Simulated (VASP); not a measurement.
Input:

```
Te
1.0
    2.27460    -3.93972     0.00000
    2.27460     3.93972     0.00000
    0.00000     0.00000     6.04860
Te
3
Direct
  0.00000   0.26300   0.66667
  0.73700   0.73700   0.00000
  0.26300   0.00000   0.33333
```

Computed with PBE GGA, VASP's PBE PAW potentials (set 64) (plane waves; VASP 6.6.1). Numerical set-up: EDIFF = 1E-5, 400 eV cut-off, 5×5×4 Γ-centred mesh, Gaussian smearing of 0.050 eV, potentials Te.

Problem. Predict the energy per atom (σ→0).

Solution. 
| Quantity | Value |
|---|---|
| energy per atom (σ→0) | -3.140 eV/atom |

The compound is Te in the trig structure. The cell was not relaxed at this level. The run is one of a series of settings (EDIFF = 1E-5 against the base run), some of them coarse on purpose.
